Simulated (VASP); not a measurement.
Method: r2SCAN meta-GGA, VASP's PBE PAW potentials (set 64) (plane waves; VASP).

Input for VASP

### KPOINTS_OPT
```
k-points along high-symmetry lines
8
Line-mode
Reciprocal
  0.000000   0.000000   0.000000 ! GAMMA
  0.500000   0.500000   0.500000 ! T

  0.500000   0.500000   0.500000 ! T
  0.768710   0.231290   0.500000 ! H_2

  0.500000  -0.231290   0.231290 ! H_0
  0.500000   0.000000   0.000000 ! L

  0.500000   0.000000   0.000000 ! L
  0.000000   0.000000   0.000000 ! GAMMA

  0.000000   0.000000   0.000000 ! GAMMA
  0.365645  -0.365645   0.000000 ! S_0

  0.634355   0.000000   0.365645 ! S_2
  0.500000   0.000000   0.500000 ! F

  0.500000   0.000000   0.500000 ! F
  0.000000   0.000000   0.000000 ! GAMMA
```

File KPOINTS:
```
Automatic mesh
0
Gamma
11 11 11
0 0 0
```

File POSCAR:
```
Te
1
    2.2901839939     1.3222381048     3.5599977762
   -2.2901839939     1.3222381048     3.5599977762
    0.0000000000    -2.6444772349     3.5599977466
Te
2
Direct
  0.2500749422   0.2500749422   0.2500749427
  0.7499250578   0.7499250578   0.7499250573
```

**INCAR**
```
SYSTEM = Te
PREC = Accurate; ENCUT = 400; LREAL = .FALSE.
LASPH = .TRUE.
EDIFF = 1E-7; NELM = 100; ALGO = Normal
LMAXMIX = 4; LMIXTAU = .TRUE.
ISMEAR = -5
METAGGA = R2SCAN
ISIF = 2
LWAVE = .FALSE.; LCHARG = .FALSE.; LORBIT = 11
NEDOS = 601
```

POTCAR, in this order: Te (PBE.64 set). Program: vasp_std.

The run wrote:

File OUTCAR:
```
 ion  position               nearest neighbor table
   1  0.250  0.250  0.250-   2 3.19   2 3.19   2 3.19   2 3.19   2 3.19   2 3.19
   2  0.750  0.750  0.750-   1 3.19   1 3.19   1 3.19   1 3.19   1 3.19   1 3.19
  LATTYP: Found a trigonal (rhomboedric) cell.
 ALAT       =     4.4347315366
 COS(alpha) =     0.4666206920
 Subroutine PRICEL returns:
 Original cell was already a primitive cell.
 Subroutine GETGRP returns: Found 12 space group operations
The static configuration has the point symmetry D_3d.
The dynamic configuration has the point symmetry D_3d.
 Subroutine INISYM returns: Found 12 space group operations
 Subroutine IBZKPT returns following result:
 Found    146 irreducible k-points:

 Following reciprocal coordinates:
            Coordinates               Weight
  0.000000  0.000000  0.000000      1.000000
  0.090909 -0.000000  0.000000      6.000000
  0.181818 -0.000000  0.000000      6.000000
  0.272727 -0.000000  0.000000      6.000000
  0.363636 -0.000000  0.000000      6.000000
  0.454545 -0.000000  0.000000      6.000000
  0.090909  0.090909  0.000000      6.000000
  0.181818  0.090909  0.000000     12.000000
  0.272727  0.090909  0.000000     12.000000
  0.363636  0.090909  0.000000     12.000000
  0.454545  0.090909  0.000000     12.000000
 -0.454545  0.090909  0.000000     12.000000
 -0.363636  0.090909  0.000000     12.000000
 -0.272727  0.090909 -0.000000     12.000000
 -0.181818  0.090909 -0.000000     12.000000
 -0.090909  0.090909  0.000000      6.000000
  0.181818  0.181818  0.000000      6.000000
  0.272727  0.181818  0.000000     12.000000
  0.363636  0.181818  0.000000     12.000000
  0.454545  0.181818  0.000000     12.000000
 -0.454545  0.181818 -0.000000     12.000000
 -0.363636  0.181818 -0.000000     12.000000
 -0.272727  0.181818 -0.000000     12.000000
 -0.181818  0.181818  0.000000      6.000000
  0.272727  0.272727  0.000000      6.000000
  0.363636  0.272727  0.000000     12.000000
  0.454545  0.272727  0.000000     12.000000
 -0.454545  0.272727 -0.000000     12.000000
 -0.363636  0.272727  0.000000     12.000000
 -0.272727  0.272727  0.000000      6.000000
  0.363636  0.363636  0.000000      6.000000
  0.454545  0.363636  0.000000     12.000000
 -0.454545  0.363636 -0.000000     12.000000
 -0.363636  0.363636  0.000000      6.000000
  0.454545  0.454545  0.000000      6.000000
 -0.454545  0.454545  0.000000      6.000000
  0.090909  0.090909  0.090909      2.000000
  0.181818  0.090909  0.090909      6.000000
  0.272727  0.090909  0.090909      6.000000
  0.363636  0.090909  0.090909      6.000000
   k-points           NKPTS =    146   k-points in BZ     NKDIM =    146   number of bands    NBANDS=     10
   number of dos      NEDOS =    601   number of ions     NIONS =      2
   total plane-waves  NPLWV =  27000
   dimension x,y,z NGX =    30 NGY =   30 NGZ =   30
   dimension x,y,z NGXF=    60 NGYF=   60 NGZF=   60
   ions per type =               2
   PREC   = accura    normal or accurate (medium, high low for compatibility)
   ISTART =      0    job   : 0-new  1-cont  2-samecut
   ICHARG =      2    charge: 1-file 2-atom 10-const
   ISPIN  =      1    spin polarized calculation?
   LNONCOLLINEAR =      F non collinear calculations
   LSORBIT =      F    spin-orbit coupling
   INIWAV =      1    electr: 0-lowe 1-rand  2-diag
   ENCUT  =  400.0 eV  29.40 Ry    5.42 a.u.   7.23  7.23  7.23*2*pi/ulx,y,z
   NELM   =    100;   NELMIN=  2; NELMDL= -5     # of ELM steps
   EDIFF  = 0.1E-06   stopping-criterion for ELM
   LREAL  =      F    real-space projection
   NLSPLINE    = F    spline interpolate recip. space projectors
...
```

OSZICAR:
```
       N       E                     dE             d eps       ncg     rms          rms(c)
DAV:   1    -0.312725400800E+01   -0.31273E+01   -0.41791E+03  2928   0.809E+02
DAV:   2    -0.506424833799E+02   -0.47515E+02   -0.45785E+02  4312   0.125E+02
DAV:   3    -0.527173955433E+02   -0.20749E+01   -0.20502E+01  3440   0.313E+01
DAV:   4    -0.527414327366E+02   -0.24037E-01   -0.24009E-01  3428   0.418E+00
DAV:   5    -0.527418670403E+02   -0.43430E-03   -0.43346E-03  3352   0.552E-01    0.826E+00
DAV:   6    -0.506230911822E+02    0.21188E+01   -0.27095E-01  3012   0.454E+00    0.600E+00
DAV:   7    -0.505990403988E+02    0.24051E-01   -0.12461E-01  3008   0.352E+00    0.302E+00
DAV:   8    -0.506304014982E+02   -0.31361E-01   -0.16321E-01  2966   0.396E+00    0.868E-01
DAV:   9    -0.506563121067E+02   -0.25911E-01   -0.18729E-02  3062   0.139E+00    0.236E-01
DAV:  10    -0.506565363291E+02   -0.22422E-03   -0.24850E-04  3252   0.158E-01    0.876E-02
DAV:  11    -0.506566169060E+02   -0.80577E-04   -0.12280E-04  3148   0.110E-01    0.328E-01
DAV:  12    -0.506568656987E+02   -0.24879E-03   -0.32344E-04  3002   0.172E-01    0.343E-02
DAV:  13    -0.506569646432E+02   -0.98944E-04   -0.16308E-05  3102   0.464E-02    0.293E-02
DAV:  14    -0.506569662558E+02   -0.16126E-05   -0.28454E-07  3294   0.489E-03    0.286E-02
DAV:  15    -0.506570080356E+02   -0.41780E-04   -0.11791E-05  3000   0.360E-02    0.193E-02
DAV:  16    -0.506570077094E+02    0.32618E-06   -0.38219E-07  3034   0.653E-03    0.796E-03
DAV:  17    -0.506570073017E+02    0.40774E-06   -0.82339E-08  1810   0.305E-03    0.268E-03
DAV:  18    -0.506570092863E+02   -0.19847E-05   -0.31692E-07  3000   0.617E-03    0.124E-03
DAV:  19    -0.506570087817E+02    0.50467E-06   -0.32937E-08  1620   0.233E-03    0.178E-03
DAV:  20    -0.506570090147E+02   -0.23307E-06   -0.59108E-09  1572   0.813E-04    0.125E-03
DAV:  21    -0.506570090261E+02   -0.11394E-07   -0.10767E-09  1570   0.335E-04
   1 F= -.50657009E+02 E0= -.50657009E+02  d E =0.000000E+00
       N       E                     dE             ncg
```

**OUTCAR**
```
------------------------ aborting loop because EDIFF is reached ----------------------------------------
  FORCE on cell =-STRESS in cart. coord.  units (eV):
  Direction    XX          YY          ZZ          XY          YZ          ZX
  --------------------------------------------------------------------------------------
  Total       -0.0433320     -0.0433320     -0.0258970      0.0000000      0.0000000      0.0000000
  in kB       -1.0733419     -1.0733420     -0.6414746      0.0000000      0.0000001      0.0000000
  external PRESSURE =      -0.9293862 kB  Pullay stress =       0.0000000 kB
  volume of cell :       64.68
      direct lattice vectors                 reciprocal lattice vectors
     2.290183994  1.322238105  3.559997776     0.218323070  0.126048873  0.093633030
    -2.290183994  1.322238105  3.559997776    -0.218323070  0.126048873  0.093633030
     0.000000000 -2.644477235  3.559997747     0.000000000 -0.252097748  0.093632993
 POSITION                                       TOTAL-FORCE (eV/Angst)
 -----------------------------------------------------------------------------------
      0.00000     -0.00000      2.67080         0.000000      0.000000     -0.007824
      0.00000     -0.00000      8.00919         0.000000     -0.000000      0.007824
 -----------------------------------------------------------------------------------
    total drift:                                0.000000     -0.000000      0.000000
  FREE ENERGIE OF THE ION-ELECTRON SYSTEM (eV)
  ---------------------------------------------------
  free  energy   TOTEN  =       -50.6570090261 eV

  energy  without entropy=      -50.6570090261  energy(sigma->0) =      -50.65700903

 total charge

# of ion       s       p       d       tot
------------------------------------------
    1        1.445   1.795   0.046   3.286
    2        1.445   1.795   0.046   3.286
--------------------------------------------------
tot          2.889   3.591   0.093   6.573
```
(Selected blocks of OUTCAR.)

For a metal the tetrahedron method with Blöchl corrections gives inexact stress and forces.

The structure was generated: Te was put into the A7 type (R-3m), which need not be its known phase. It was relaxed first, which changed the volume by +15 %.
